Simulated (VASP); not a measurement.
# ZnP (Pm-3m) in VASP: notebook

The runs below take ZnP through single point, relaxation of cell and atoms, with r2SCAN.

All numbers are computed with VASP 6.6.1; they aren't measurements. Logs are shortened: lines on timing, memory, paths and dates and some standing lists are left out, and cuts for length are marked.

## Step 1: The structure

It takes space group Pm-3m (No. 221, cubic). Conventional cell: a = 3.132 Å, b = 3.132 Å, c = 3.132 Å, α = 90.00°, β = 90.00°, γ = 90.00°. Zn (site symmetry m-3m) has 8 P at 2.71 Å as nearest neighbours. P (site symmetry m-3m) is surrounded by 8 Zn at 2.71 Å.

The cell was built by a generator and needn't be a form met in nature.

## Step 2: Single point, r2SCAN

Input file POSCAR:

```
ZnP
1.0
    3.1315860594      0.0000000000      0.0000000000
    0.0000000000      3.1315860594      0.0000000000
    0.0000000000      0.0000000000      3.1315860594
Zn P
1 1
Direct
    0.5000000000      0.5000000000      0.5000000000
    0.0000000000      0.0000000000      0.0000000000
```

Input file INCAR.step1:

```
  PREC = Accurate
  ENCUT = 520
  ISMEAR = -1
  SIGMA = 0.1
  LREAL = F
  LASPH = T
  NELM = 100
  NBANDS = 16
  GGA = PE
  ALGO = Normal
  EDIFF = 1E-4
  LWAVE = T
  LCHARG = F
```

Input file INCAR.step2:

```
  PREC = Accurate
  ENCUT = 520
  EDIFF = 1E-6
  ISMEAR = -1
  SIGMA = 0.1
  LREAL = F
  LASPH = T
  NELM = 100
  ALGO = Normal
  ISIF = 2
  LWAVE = F
  LCHARG = T
  METAGGA = R2SCAN
  LMIXTAU = T
  LELF = T
  LVHAR = T
  NBANDS = 16
  ISTART = 1
```

Input file KPOINTS:

```
Automatic mesh
0
Gamma
  11 11 11
```

Potentials or basis: VASP PAW PBE potentials, release 64 (Zn, P).

Launch:

```bash
> cat potpaw_PBE.64/Zn/POTCAR potpaw_PBE.64/P/POTCAR > POTCAR
> cp INCAR.step1 INCAR
> mpirun -np 1 vasp_std > vasp.out
> cp INCAR.step2 INCAR
> mpirun -np 1 vasp_std > vasp.out
```

OUTCAR:

```text
PREC = Accurate
   ENCUT = 520
   EDIFF = 1E-6
   ISMEAR = -1
   LREAL = F
   LASPH = T
   NELM = 100
   ISIF = 2
   METAGGA = R2SCAN
   ISTART = 1

 ion  position               nearest neighbor table
   1  0.500  0.500  0.500-   2 2.71   2 2.71   2 2.71   2 2.71   2 2.71   2 2.71   2 2.71   2 2.71

   2  0.000  0.000  0.000-   1 2.71   1 2.71   1 2.71   1 2.71   1 2.71   1 2.71   1 2.71   1 2.71

  LATTYP: Found a simple cubic cell.
 ALAT       =     3.1315860594

  Lattice vectors:

 A1 = (   3.1315860594,   0.0000000000,   0.0000000000)
 A2 = (   0.0000000000,   3.1315860594,   0.0000000000)
 A3 = (   0.0000000000,   0.0000000000,   3.1315860594)

Analysis of symmetry for initial positions (statically):
=====================================================================
 Subroutine PRICEL returns:
 Original cell was already a primitive cell.

 Routine SETGRP: Setting up the symmetry group for a
 simple cubic supercell.

 Subroutine GETGRP returns: Found 48 space group operations
 (whereof 48 operations were pure point group operations)
 out of a pool of 48 trial point group operations.

The static configuration has the point symmetry O_h .

Analysis of symmetry for dynamics (positions and initial velocities):
=====================================================================
 Subroutine PRICEL returns:
 Original cell was already a primitive cell.

 Routine SETGRP: Setting up the symmetry group for a
 simple cubic supercell.

 Subroutine GETGRP returns: Found 48 space group operations
 (whereof 48 operations were pure point group operations)
 out of a pool of 48 trial point group operations.

The dynamic configuration has the point symmetry O_h .

 Subroutine INISYM returns: Found 48 space group operations
 (whereof 48 operations are pure point group operations),
 and found     1 'primitive' translations

----------------------------------------------------------------------------------------

                                     Primitive cell

  volume of cell :      30.7109

  direct lattice vectors                    reciprocal lattice vectors
     3.131586059  0.000000000  0.000000000     0.319327006  0.000000000  0.000000000
     0.000000000  3.131586059  0.000000000     0.000000000  0.319327006  0.000000000
     0.000000000  0.000000000  3.131586059     0.000000000  0.000000000  0.319327006

  length of vectors
     3.131586059  3.131586059  3.131586059     0.319327006  0.319327006  0.319327006

  position of ions in fractional coordinates (direct lattice)
     0.500000000  0.500000000  0.500000000
     0.000000000  0.000000000  0.000000000
[... 79 lines left out ...]
   EDIFFG = 0.1E-04   stopping-criterion for IOM
   NSW    =      0    number of steps for IOM
   IBRION =     -1    ionic relax: 0-MD 1-quasi-New 2-CG
   NFREE  =      0    steps in history (QN), initial steepest desc. (CG)
   ISIF   =      2    stress and relaxation
   ISYM   =      2    0-nonsym 1-usesym 2-fastsym
   POTIM  = 0.5000    time-step for ionic-motion
   TEBEG  =    0.0;   TEEND  =   0.0 temperature during run
   PSTRESS=    0.0 pullay stress
   NELECT =      17.0000    total number of electrons
   NUPDOWN=      -1.0000    fix difference up-down
   EMIN   =  10.00;   EMAX   =-10.00  energy-range for DOS
   EFERMI =   0.00;   METHOD = LEGACY
   ISMEAR =    -1;   SIGMA  =   0.10  broadening in eV -4-tet -1-fermi 0-gaus
   EFERMI_NEDOS =   21; number of points for ismear=-14 and -15
   IALGO  =     38    algorithm
   IMIX   =      4    mixing-type and parameters
     AMIX     =   0.40;   BMIX     =  1.00
     AMIX_MAG =   1.60;   BMIX_MAG =  1.00
  volume/ion in A,a.u.               =      15.36       103.62
  Fermi-wavevector in a.u.,A,eV,Ry     =   1.344188  2.540148 24.583581  1.806842
  Thomas-Fermi vector in A             =   2.472202
   LORBIT       =      0    0 simple, 1 ext, 2 COOP (PROOUT), +10 PAW based schemes
   METAGGA = R2SCAN    functional components
   LHFCALC =     F    Hartree Fock is set to
   AEXX    =    0.0000 exact exchange contribution
   IVDW    =     0    specifies the selected vdW correction
   LEPSILON=     F    determine dielectric tensor
   LRPA    =     F    only Hartree local field effects (RPA)
 non-spin polarized calculation
  energy-cutoff  :      520.00
  volume of cell :       30.71
 maximum number of plane-waves:       846
 NGX is ok and might be reduce to    24
   NGX = 11   NGY = 11   NGZ = 11

 number of electron      16.9999979 magnetization

 Free energy of the ion-electron system (eV)
  ---------------------------------------------------
  ext. energy  EPLUGINS =         0.00000000
  ---------------------------------------------------
  free energy    TOTEN  =       -16.89287941 eV

  energy without entropy =      -16.86415256  energy(sigma->0) =      -16.87851598

 E-fermi :   5.8720     XC(G=0): -12.1466

 val. band max:        5.7730357814   @ k =   0.0909   0.0909   0.0000
 cond. band min:       5.8932003947   @ k =   0.2727   0.1818   0.0909
 fundamental gap:      0.1201646134
 Fermi energy:         5.8720051956

 k-point     1 :       0.0000    0.0000    0.0000
  band No.  band energies     occupation
      1      -8.5193      2.00000
      2      -2.0433      2.00000
      3      -2.0433      2.00000
      4      -1.5961      2.00000
      5      -1.5961      2.00000
      6      -1.5961      2.00000
[... 433 lines left out ...]
      3      -1.9723      2.00000
      4      -1.7635      2.00000
      5      -1.7336      2.00000
      6      -1.6150      2.00000
[... 8 lines left out ...]
     15      18.6668      0.00000
     16      20.7272      0.00000

 [... further k-points ...]

------------------------ aborting loop because EDIFF is reached ----------------------------------------

  FORCE on cell =-STRESS in cart. coord.  units (eV):
  Direction    XX          YY          ZZ          XY          YZ          ZX
  --------------------------------------------------------------------------------------
  -------------------------------------------------------------------------------------
  Total        0.0131856      0.0131856      0.0131856     -0.0000000     -0.0000000      0.0000000
  in kB        0.6878891      0.6878891      0.6878891     -0.0000000     -0.0000000      0.0000000
  external PRESSURE =       0.6878891 kB  Pullay stress =       0.0000000 kB

 VOLUME and BASIS-vectors are now :
 -----------------------------------------------------------------------------
  energy-cutoff  :      520.00
  volume of cell :       30.71
      direct lattice vectors                 reciprocal lattice vectors
     3.131586059  0.000000000  0.000000000     0.319327006  0.000000000  0.000000000
     0.000000000  3.131586059  0.000000000     0.000000000  0.319327006  0.000000000
     0.000000000  0.000000000  3.131586059     0.000000000  0.000000000  0.319327006

 POSITION                                       TOTAL-FORCE (eV/Angst)
 -----------------------------------------------------------------------------------
      1.56579      1.56579      1.56579         0.000000      0.000000      0.000000
      0.00000      0.00000      0.00000         0.000000      0.000000      0.000000
 -----------------------------------------------------------------------------------
    total drift:                                0.000000      0.000000     -0.000000

  FREE ENERGIE OF THE ION-ELECTRON SYSTEM (eV)
  ---------------------------------------------------
  free  energy   TOTEN  =       -16.8928794052 eV

  energy  without entropy=      -16.8641525590  energy(sigma->0) =      -16.87851598
```

OUTCAR.step1:

```text
PREC = Accurate
   ENCUT = 520
   ISMEAR = -1
   LREAL = F
   LASPH = T
   NELM = 100
[... 677 lines left out ...]
 -----------------------------------------------------------------------------------
      1.56579      1.56579      1.56579         0.000000      0.000000      0.000000
      0.00000      0.00000      0.00000         0.000000      0.000000      0.000000
 -----------------------------------------------------------------------------------
    total drift:                                0.000000      0.000000     -0.000000

  FREE ENERGIE OF THE ION-ELECTRON SYSTEM (eV)
  ---------------------------------------------------
  free  energy   TOTEN  =        -5.6642425512 eV

  energy  without entropy=       -5.6317701871  energy(sigma->0) =       -5.64800637
```

Wall time 32 s (1 thread of Intel Xeon 6975P-C (Granite Rapids), shared host); peak memory 0.16 GiB.

Results:

- Free energy: -16.8929 eV
- Pressure: 0.1 GPa
- Band gap on the k mesh: none (metal or under the smearing width)

Levels at points of the mesh, in eV from the Fermi level:
```tsv
k point	band 7	band 8	band 9	band 10	band 11	band 12
(0.00, 0.00, 0.00)	-0.34	-0.34	-0.34	1.95	5.50	5.50
```

Caveat: the PAW data sets were made with another functional, which shifts forces and pressure a little.

## Step 3: Relaxation of cell and atoms, r2SCAN

This run uses another cell than the first one, of 16.01 Å³/atom, 1.042 times its volume.

Input file POSCAR:

```
ZnP
1.0
    3.1753060000      0.0000000000      0.0000000000
    0.0000000000      3.1753060000      0.0000000000
    0.0000000000      0.0000000000      3.1753060000
Zn P
1 1
Direct
    0.5000000000      0.5000000000      0.5000000000
    0.0000000000      0.0000000000      0.0000000000
```

Input file INCAR.step1:

```
PREC = Accurate
ENCUT = 600
ISMEAR = -1
SIGMA = 0.1
LREAL = False
LASPH = True
NELM = 100
GGA = PE
ALGO = Normal
EDIFF = 1E-4
LWAVE = True
LCHARG = False
```

Input file INCAR.step2:

```
PREC = Accurate
ENCUT = 600
EDIFF = 1E-6
ISMEAR = -1
SIGMA = 0.1
LREAL = False
LASPH = True
NELM = 100
ALGO = Normal
ISIF = 3
LWAVE = False
LCHARG = False
METAGGA = R2SCAN
LMIXTAU = True
IBRION = 2
NSW = 80
EDIFFG = -0.01
ISTART = 1
```

Input file KPOINTS:

```
regular mesh
0
Gamma
  11 11 11
```

Potentials or basis: VASP PAW PBE potentials, release 64 (Zn, P).

Launch:

```bash
> cat potpaw_PBE.64/Zn/POTCAR potpaw_PBE.64/P/POTCAR > POTCAR
> cp INCAR.step1 INCAR
> mpirun -np 1 vasp_std > vasp.out
> cp INCAR.step2 INCAR
> mpirun -np 1 vasp_std > vasp.out
```

It took 3.2 min on 1 thread of Intel Xeon 6975P-C (Granite Rapids), shared host; peak memory 0.18 GiB.

It converged, with:

```yaml
Free_energy: -16.8950 eV
Relaxed_volume: 15.37 Å³/atom
Relaxed_cell: a = 3.132 Å, b = 3.132 Å, c = 3.132 Å, α = 90.00°, β = 90.00°, γ = 90.00°
Space_group_after_relaxing_to_0.05_Å: Pm-3m (No. 221)
Energy_gained_by_relaxing: 7.6 meV/atom
Ionic_steps: 6
Pressure_after_relaxing: 0.0 GPa
Band_gap_on_the_k_mesh: none (metal or under the smearing width)
```

The path:
```tsv
step	energy change (eV)	largest force (eV/Å)	pressure (GPa)	volume (Å³)
1	0.0000	0.0000	-3.49	32.02
2	-0.0143	0.0000	1.01	30.43
3	-0.0151	0.0000	-0.27	30.72
4	-0.0151	0.0000	0.33	30.65
5	-0.0151	0.0000	0.11	30.69
6	-0.0151	0.0000	-0.03	30.73
```

Final structure:
```xyz
2
Lattice="3.1324 0.0000 0.0000 0.0000 3.1324 0.0000 0.0000 0.0000 3.1324" Properties=species:S:1:pos:R:3 pbc="T T T"
Zn    1.5662    1.5662    1.5662
P     3.1324    3.1324    0.0000
```

Levels at points of the mesh, in eV from the Fermi level:
```tsv
k point	band 6	band 7	band 8	band 9	band 10	band 11	band 12
(0.00, 0.00, 0.00)	-7.47	-0.34	-0.34	-0.34	1.94	5.50	5.50
```

Caveat: the PAW data sets were made with another functional, which shifts forces and pressure a little.
